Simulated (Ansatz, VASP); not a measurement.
# ZrSeS in two plane-wave programs, part 2 of 2

One calculation is typed for both programs; each brings its own data sets. How far apart do they land? The cell is taken from a series of runs on this material, whose earlier steps may have relaxed, scaled, displaced or heated it; both programs get it as it stands.

VASP 6.6.1 and Ansatz 0.2.0.

So far: Set-up; VASP: zone-centre phonons, LDA.

### Step 3. Ansatz: zone-centre phonons, LDA

Level of this step: Ansatz beside VASP: Kohn-Sham DFT, plane waves, LDA (Ansatz).

Ansatz runs on its default PAW (the set named soft_2) files.

The same cell, functional (in two slightly different forms), mesh and smearing now go to Ansatz, which takes its cutoff from its data sets.

input.yaml

```yaml
crystal:
  lattice:
    - [3.6454735525, 0.0, 0.0]
    - [-1.8227367762, 3.1570727053, 0.0]
    - [0.0, 0.0, 5.8171555965]
  atoms:
    - { symbol: Zr, position: [0.0, 0.0, 0.0133424994] }
    - { symbol: Se, position: [0.6666666667, 0.3333333333, 0.7329348125] }
    - { symbol: S, position: [0.3333333333, 0.6666666667, 0.2537226881] }
total_charge: -0.03
kpoints:
  mp_grid: { grid: [12, 12, 6] }
hamiltonian:
  xc: lda
scf:
  occupations: { method: fermi_dirac, width: 0.1 }
  n_extra_bands: 9
output:
  eigenvalues: true
phonons:
  method: dfpt
```

Command:

```
ansatz run input.yaml --threads 4 --pin off --max-ram 8192MiB --backend cpu --events-out ev --progress --plain --runs-dir out
```

Numbers of over 12 decimals in the logs are rounded to 6 here.

What it wrote:

```text
scf.n_extra_bands = 9 over 18 filled bands (N_el = 34.0): the run solves 27 bands
Engine: ansatz 0.2.0, aarch64-unknown-linux-gnu
Pseudopotentials: kind: paw
Pseudopotential: Zr, paw, valence charge 12, recommended cutoff 420 eV (normal), Zr.paw.azcp
Pseudopotential: Se, paw, valence charge 16, recommended cutoff 420 eV (normal), Se.paw.azcp
Pseudopotential: S, paw, valence charge 6, recommended cutoff 420 eV (normal), S.paw.azcp
Functional definition: SPW92
  exchange = slater_x
  correlation = pw_c
Crystal: 3 atoms, lattice volume = 66.950 Å³
Basis set: ecut = 420 eV, 1291 PW (Γ), exchange–correlation on 50×50×80 points (8 copies of the dense FFT grid, shifted against one another)
Bands: 27, of which v1, the nominal top of the filled ones, is band 17 counted from 1 (16 counted from 0)
Symmetry: 6 space group operations
k-points: 242 of 864 (irreducible under 2 space group operations, time reversal used)
Non-local potential: Zr, projectors of the file, l = 0: 3, l = 1: 2, l = 2: 2, l = 3: 2
Non-local potential: Se, projectors of the file, l = 0: 2, l = 1: 2, l = 2: 3, l = 3: 1
Non-local potential: S, projectors of the file, l = 0: 2, l = 1: 2, l = 2: 2
PAW form: soft (Blöchl's): semilocal exchange-correlation on the pseudo side does not see the compensation charge
PAW frozen core: Zr, regenerated for the run's functional, and the local potential with it (the file was generated under x = pbe(κ = 0.804, μ = 0.219515), c = pbe(β = 0.066725))
PAW frozen core: Se, regenerated for the run's functional, and the local potential with it (the file was generated under x = pbe(κ = 0.804, μ = 0.219515), c = pbe(β = 0.066725))
PAW frozen core: S, regenerated for the run's functional, and the local potential with it (the file was generated under x = pbe(κ = 0.804, μ = 0.219515), c = pbe(β = 0.066725))
PAW one-centre angular grid: Zr, 590 points (default); XC on 64 Gauss nodes
PAW one-centre angular grid: Se, 590 points (default); XC on 64 Gauss nodes
PAW one-centre angular grid: S, 110 points (default); XC on 64 Gauss nodes
Initial density: superposition of atomic densities (neutral atoms scaled as one to the charged cell's electrons: chi_scale 0, normalization atom), corrected by the library's trained network
Initial wavefunctions: pseudopotential atomic-orbital guess
Functional: x = slater, c = lda
SCF iter   1: F=—  HF=-10334.388702 eV  |F-HF|=—  |Δ(HF+E_count)|=         —  Δρ=5.65e-3  dr2=1.83e-2  ethr=1.77e-3  ⟨swp⟩=5.2  Hψ=30114  notcnv=0  defer=14
preconditioner: auto → Kerker (q_TF=auto, 2.437 Å⁻¹)  [metal: Δε(μ)=0.087 eV  Ē_g=11.014 eV  σ=0.100 eV  W_gap=0.21  n_scr=22 (ndim 8)  ℏωp=18.2 eV  f_vac=0.017  D(μ)=0.28/eV (n_scr^D=0)]
SCF iter   2: F=—  HF=-10334.385296 eV  |F-HF|=—  |Δ(HF+E_count)|=   3.41e-3  Δρ=3.17e-3  dr2=4.76e-3  ethr=5.39e-5  ⟨swp⟩=1.0  Hψ=8471  notcnv=0  defer=126
SCF iter   3: F=—  HF=-10334.384436 eV  |F-HF|=—  |Δ(HF+E_count)|=   8.60e-4  Δρ=6.70e-4  dr2=3.71e-4  ethr=1.40e-5  ⟨swp⟩=1.0  Hψ=5994  notcnv=0  defer=126
SCF iter   4: F=—  HF=-10334.384380 eV  |F-HF|=—  |Δ(HF+E_count)|=   5.64e-5  Δρ=1.99e-4  dr2=8.81e-5  ethr=1.09e-6  ⟨swp⟩=2.0  Hψ=9818  notcnv=0  defer=126
SCF iter   5: F=—  HF=-10334.384368 eV  |F-HF|=—  |Δ(HF+E_count)|=   1.19e-5  Δρ=9.11e-5  dr2=1.51e-5  ethr=2.59e-7  ⟨swp⟩=2.1  Hψ=9061  notcnv=0  defer=126
SCF iter   6: F=—  HF=-10334.384366 eV  |F-HF|=—  |Δ(HF+E_count)|=   2.17e-6  Δρ=2.96e-5  dr2=1.42e-6  ethr=4.44e-8  ⟨swp⟩=2.1  Hψ=9614  notcnv=0  defer=126
SCF iter   7: F=—  HF=-10334.384366 eV  |F-HF|=—  |Δ(HF+E_count)|=   6.11e-8  Δρ=8.65e-6  dr2=9.51e-8  ethr=4.18e-9  ⟨swp⟩=2.6  Hψ=9881  notcnv=0  defer=126
SCF iter   8: F=—  HF=-10334.384366 eV  |F-HF|=—  |Δ(HF+E_count)|=   2.43e-9  Δρ=2.70e-6  dr2=7.07e-9  ethr=2.80e-10  ⟨swp⟩=2.6  Hψ=8053  notcnv=0  defer=126
SCF iter   9: F=—  HF=-10334.384366 eV  |F-HF|=—  |Δ(HF+E_count)|=  6.18e-11  Δρ=6.26e-7  dr2=3.49e-10  ethr=2.08e-11  ⟨swp⟩=2.1  Hψ=8639  notcnv=0  defer=126
SCF iter  10: F=—  HF=-10334.384366 eV  |F-HF|=—  |Δ(HF+E_count)|=  6.91e-11  Δρ=1.78e-7  dr2=2.43e-11  ethr=1.03e-12  ⟨swp⟩=1.3  Hψ=6844  notcnv=0  defer=126
SCF iter  11: F=-10334.384366 eV  HF=-10334.384366 eV  |F-HF|=3.64e-12  |Δ(HF+E_count)|=  3.64e-12  Δρ=4.99e-8  dr2=3.29e-12  ethr=1.00e-12  ⟨swp⟩=9.4  Hψ=30870  notcnv=0
SCF 1 converged in 11 iterations: F = -10334.384366 eV  dr2 = 3.29e-12
  greatest PAW one-centre occupation: 1.000 electrons in one spin orbital (limit 2), on the Se atom at site 1 (counted from 0), in its partial waves of l = 2
DFPT response loops at Γ: preconditioner auto → Kerker (q_TF=auto, 2.437 Å⁻¹) (partly filled bands, converged f_vac=0.013); β = 1.00, the filter's whole step (`scf.mixing.beta` (0.50) is not read by the response loops under this deck's `scf.mixing.preconditioner`; to damp them name `kerker` or `kerker_dos`, under which they read `scf.mixing.beta`, and type it under 1.00, their step now; both keys bind the ground state too); Broyden in place of MSR1
SCF converged after 11 iterations
Free energy (F): -10334.384366 eV
Harris-Foulkes:  -10334.384366 eV  (|F-HF|=3.64e-12)
Internal energy: -10334.374028 eV  (E = F + TS)
E sigma→0 (E₀):  -10334.379197 eV
Entropy (-TS):   -0.010338 eV (-3.446 meV/atom)
Fermi energy:    9.303139 eV
--- Per-component energies (eV) ---
  E_band       = -505.962749
  E_kinetic    = 562.712621
  E_local      = -3640.593875  (includes V_loc(G=0)·N_el)
  E_nonlocal   = -477.600209
  E_hartree    = 1651.676154
  E_xc         = -362.507722
  E_vxc        = -379.619355  (∫ρ·V_xc dr)
  E_paw        = -5244.096731  (= ΣΔE_a)
  E_vpaw       = 125.786355  (= ΣTr[D̂ρ^β])
  E_aug_tail   = -0.000563  (compensation charges beyond the density's cutoff)
  E_ewald      = -2826.704663
  E_core_change = 2.740961  (= ΣΔE_core)
  E_smearing   = -0.010338  (= −TS)
  E_closure    = -0.000000  (closes the sum)
  E_deformation_potential = -0.483639  (in the stress; not in F)
  Σ components = -10334.384366   (vs F -10334.384366, Δ=0.00e0)
--- Band table (eV; the first three rows and the last of 242) ---
  k-point 0: bands = [... 13 lower, 5.9576, 9.0130, 9.0342, 9.0342, 10.1597, 10.1597, 10.6970, 13.4359, ... 6 higher]
  k-point 1: bands = [... 13 lower, 5.9728, 8.3943, 8.9693, 8.9693, 10.1471, 10.1471, 10.9327, 13.5813, ... 6 higher]
  k-point 2: bands = [... 13 lower, 6.0044, 7.2886, 8.8453, 8.8453, 10.1207, 10.1207, 11.1349, 13.8897, ... 6 higher]
  k-point 241: bands = [... 13 lower, 6.0143, 6.5559, 6.9163, 7.3531, 10.6142, 10.9109, 12.1137, 13.5382, ... 6 higher]
--- Phonons (Γ-DFPT): 6 representative perturbations + reference, on 242 of 864 k-points (Σ response iterations 18) ---
  k mesh reduced under 2 symmetry operations, with k and −k counted as one. Each operation leaves every solved perturbation unchanged. A smaller set is not used because it would not reduce the number of displacements times k-points to solve
  ASR residual: 8.313e-5 → 0.000e0 eV/Å²; symmetrization residual: 3.378e-6 eV/Å²
  ASR residual per site (eV/Å²): 8.31e-5 1.87e-5 4.73e-5
  Γ frequencies (cm⁻¹): 0.00 0.00 0.00 127.18 127.18 225.85 225.85 233.89 312.71
  non-analytic LO–TO correction: not included (Born effective charges unavailable; polar crystals: no LO–TO splitting at Γ)
```

Reading the cycles: dr2 is the Hartree energy of the density residual (eV), the measure of convergence; HF is the Harris–Foulkes estimate of the energy, which meets the free energy F at convergence.

### Step 4. Side by side

Known differences besides the potentials themselves: the two LDA forms differ slightly; the cutoff is 420 eV in Ansatz and 500 eV in VASP; VASP's log shows a relativistic correction to its local exchange, Ansatz's none. Total energies have different zeros and are not compared.

Compared:

```csv
quantity,Ansatz,VASP,difference
optical mode 1 to 2 (cm⁻¹),127.2,130.0,-2.19 %
optical mode 3 to 4 (cm⁻¹),225.8,226.8,-0.40 %
optical mode 5 (cm⁻¹),233.9,234.6,-0.30 %
optical mode 6 (cm⁻¹),312.7,313.2,-0.14 %
```

Modes are paired by rising frequency, not by their patterns, so a pair may set unlike modes beside each other; they are those without the splitting of longitudinal modes. The cell carries a charge of -0.03 e against a uniform background, so its pressure also hangs on how the neutralising background is counted, and in a defect's cell a gap may be the spacing between its levels.

### Step 5. What came out

| Property | Result |
| --- | --- |
| r.m.s. difference of the optical zone-centre modes, each program's sorted by frequency (zone-centre phonons, LDA) | 1.8 cm⁻¹ |
| difference in optical mode 1 to 2 (zone-centre phonons, LDA) | -2.2 % |

The r.m.s. difference of the optical zone-centre modes, each program's sorted by frequency is 1.8 cm⁻¹ (zone-centre phonons, LDA). The data sets hold unlike numbers of valence electrons (34.03 in Ansatz and 24.03 in VASP), so part of the differences comes from the potentials. Among the rows given in per cent, the largest difference of the zone-centre phonons, LDA pair is in optical mode 1 to 2, -2.2 %. How closely two codes agree says nothing of how well the functional describes the real material.

[Lines on the potential files, build, host, timing and source positions are cut from VASP's logs without a mark.]

[Logs are printed without paths, hosts, clocks, repeated set-up lines and the standing remarks that a program may print on its own settings, such as how far it seeks lower states.]

[Hosts, paths, dates, database ids (printed as entryN), source tags and the programs' standing remarks are cut or masked in the printed files.]
